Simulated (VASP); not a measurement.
Cost and result of VASP (PAW) for the lattice constant a of CdSe (wurtzite). Static lattice. The cost counts the five points of the equation of state, each on the mesh and cut-off of its row, so the ratios hold those differences too. With PBE it took about 4 core-minutes. The timings are rough (shared machines, no repeats); factors under 2 mean little.

```tsv
level	k-mesh	cut-off (eV)	lattice constant a (Å)	cost over PBE
PBEsol	7×7×4	520	4.313	within a factor of 2
PBE	7×7×4	520	4.393	reference
optB88-vdW	6×6×3	520	4.371	about 4 times
r2SCAN	6×6×3	520	…	about 5 times
revTPSS	6×6×3	520	4.359	about 5 times
r2SCAN+rVV10	6×6×3	520	4.329	about 6 times
SCAN	6×6×3	520	…	…
```

Fill in the missing entries.

- r2SCAN, lattice constant a (Å): 4.348
- SCAN, lattice constant a (Å): 4.334
- SCAN, cost over PBE: about 7 times

Left out are levels that failed, ran on another kind of processor or have no fit band path; at most nine are shown.

The compound is CdSe in the wurtzite structure.
